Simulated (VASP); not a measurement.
OSZICAR of a VASP run on Ba (bcc):

File OSZICAR:
```
       N       E                     dE             d eps       ncg     rms          rms(c)
DAV:   1     0.573834709012E+02    0.57383E+02   -0.42829E+03  1008   0.892E+02
DAV:   2     0.106247611953E+00   -0.57277E+02   -0.56503E+02  1224   0.154E+02
DAV:   3    -0.210833612240E+01   -0.22146E+01   -0.22046E+01  1267   0.350E+01
DAV:   4    -0.215342341148E+01   -0.45087E-01   -0.44949E-01  1557   0.438E+00
DAV:   5    -0.215414779226E+01   -0.72438E-03   -0.72434E-03  1346   0.354E-01    0.174E+00
DAV:   6    -0.215205196584E+01    0.20958E-02   -0.31394E-03  1407   0.640E-01    0.103E+00
DAV:   7    -0.215089844840E+01    0.11535E-02   -0.63700E-03  1294   0.887E-01    0.430E-02
DAV:   8    -0.215099161136E+01   -0.93163E-04   -0.21830E-04  1530   0.106E-01    0.810E-03
DAV:   9    -0.215099450842E+01   -0.28971E-05   -0.39251E-06  1440   0.166E-02    0.305E-03
DAV:  10    -0.215099435287E+01    0.15555E-06   -0.18475E-07   757   0.345E-03
   1 F= -.21509944E+01 E0= -.21515701E+01  d E =-.215099E+01
```

Task: Which electronic solver shows in the log?

Result: It is blocked Davidson (ALGO = Normal, or the opening steps of other solvers). The INCAR had ALGO = Normal.

Task: Can the final energy be trusted as converged?

Result: The calculation finished and met its thresholds. It stopped with EDIFF = 1E-6, NELM = 100, NSW = 40 and EDIFFG = -0.02 after 1 ionic step (PBEsol GGA, plane waves, VASP's PBE PAW potentials (set 64)).

The compound is Ba in the bcc structure. It was relaxed first, which changed the volume by -7 %.
